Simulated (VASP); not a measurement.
All values below come from HSE06 screened hybrid, VASP's PBE PAW potentials (set 64) (plane waves; VASP 6.6.1).

A VASP calculation is set up with these files.

KPOINTS:
```
Automatic mesh
0
Gamma
1 1 1
0 0 0
```

**INCAR**
```
# general
SYSTEM  =Ga35InN36
PREC    =Normal
ENCUT   =400
LREAL   =Auto
LASPH   =.TRUE.
ISYM    =0

# electronic loop
EDIFF   =1E-5
NELM    =50
NELMIN  =4
ALGO    =Normal
LMAXMIX =4

# smearing
ISMEAR  =0
SIGMA   =0.05

# functional
GGA     =PE
LHFCALC =.TRUE.
AEXX    =0.25
HFSCREEN=0.2
PRECFOCK=Fast

# ions
ISIF    =0

# output
LWAVE   =.FALSE.
LCHARG  =.FALSE.
```

**POSCAR**
```
Ga35InN36
10.5562840
  0.4611772374  -0.7987823951   0.0000000000
  0.4611772374   0.7987823951   0.0000000000
  0.0000000000   0.0000000000   0.9999999982
Ga N In
35 36 1
Cart
  0.1533699735  -0.0888443703   0.2500215076
  0.1525077488   0.0881721163   0.9998159276
  0.1533088121  -0.0888693234   0.7494951402
  0.1510004019   0.0891737999   0.4999447148
  0.3049850689   0.1788399720   0.2465145667
  0.3072185775   0.3562131718   0.9999139836
  0.3054810150   0.1784472146   0.7546664308
  0.3055340977   0.3567883434   0.4999294084
  0.4611067368   0.4438852428   0.2500927752
  0.4609549162   0.6212197452   0.9996375634
  0.4609072464   0.4437425300   0.7494565294
  0.4608974506   0.6212703992   0.4995756188
  0.3072058818  -0.3549783316   0.2501155561
  0.3062223554  -0.1782529008   0.9997844210
  0.3073302394  -0.3551594425   0.7495980803
  0.3063876891  -0.1797950883   0.4999354608
  0.4608931713  -0.0913582764   0.2464213449
  0.4611106347   0.0887606346   0.0007730582
  0.4608123444  -0.0906339619   0.7546313338
  0.6169436470   0.1787294151   0.2464504447
  0.6148913057   0.3562341742   0.9997972187
  0.6163596997   0.1784202319   0.7545039365
  0.6163158631   0.3568814014   0.4998481941
  0.4610837118  -0.6213127090   0.2501220521
  0.4610862543  -0.4437983291   0.9997666550
  0.4608763475  -0.6211804082   0.7495767671
  0.4609215489  -0.4437653569   0.4994654916
  0.6148745137  -0.3548919708   0.2501312986
  0.6157112914  -0.1781491222   0.9998348134
  0.6144723413  -0.3550722565   0.7496543808
  0.6152538118  -0.1797671970   0.4999136443
  0.7686388609  -0.0887715018   0.2500515246
  0.7696577888   0.0882527478   0.9998570310
  0.7683776197  -0.0888664689   0.7494522549
  0.7707027375   0.0892967600   0.4997836089
  0.1536847347  -0.0886433664   0.4385983671
  0.1523212567   0.0879518758   0.1872486455
  0.1532950533  -0.0889317269   0.9374974811
  0.1537419335   0.0888599804   0.6885615813
  0.2951310501   0.1844028207   0.4324246547
  0.3074063278   0.3565126800   0.1873306679
  0.3064166014   0.1780082536   0.9419920704
  0.3071078558   0.3546397935   0.6885591467
  0.4609218808   0.4434674971   0.4386646621
  0.4609799670   0.6212379021   0.1883193594
  0.4610523375   0.4439788329   0.9374825384
  0.4608851849   0.6211847933   0.6877334064
  0.3074357132  -0.3551447441   0.4381416377
  0.3059179238  -0.1782017251   0.1872337785
  0.3076041188  -0.3551656052   0.9375593032
  0.3074383314  -0.1773666995   0.6885820297
  0.4608126605  -0.1025301195   0.4323715885
  0.4609343542   0.0887654917   0.1902844440
  0.4609638843  -0.0897614289   0.9419794455
  0.4608718211   0.0888056849   0.7056998101
  0.6264961200   0.1844210943   0.4323610626
  0.6147036721   0.3564172610   0.1872370419
  0.6157091259   0.1780004776   0.9419245861
  0.6146534203   0.3546045933   0.6885122192
  0.4608962344  -0.6210125694   0.4381599953
  0.4610838839  -0.4437038589   0.1883264153
  0.4610884268  -0.6210052578   0.9375154587
  0.4609224643  -0.4438164388   0.6878306452
  0.6144075349  -0.3551190302   0.4381554966
  0.6159739796  -0.1780709258   0.1872747935
  0.6145357215  -0.3551052513   0.9376008365
  0.6142176617  -0.1773142347   0.6885678543
  0.7680491134  -0.0886210567   0.4386268022
  0.7697364056   0.0880081022   0.1872692216
  0.7686935583  -0.0888829055   0.9374808661
  0.7680576925   0.0888650957   0.6884519494
  0.4608123830   0.0887496276   0.5008613229
```

POTCAR, in this order: Ga N In (PBE.64 set). Program: vasp_gam. Read from the step before: WAVECAR.

Problem. What will the output report for the number of irreducible k-points (NKPTS), largest plane-wave count, FFT grid (NGX, NGY, NGZ)?

Solution. 
```yaml
number of irreducible k-points (NKPTS): 1
largest_plane_wave_count: 7908
FFT grid (NGX, NGY, NGZ): 48 × 48 × 54
```

The cell is a supercell with a defect, built from GaN (wurtzite): In_Ga. The cell's shape comes from a PBE relaxation. The run is not spin-polarised, so no state with unpaired spins was tried.
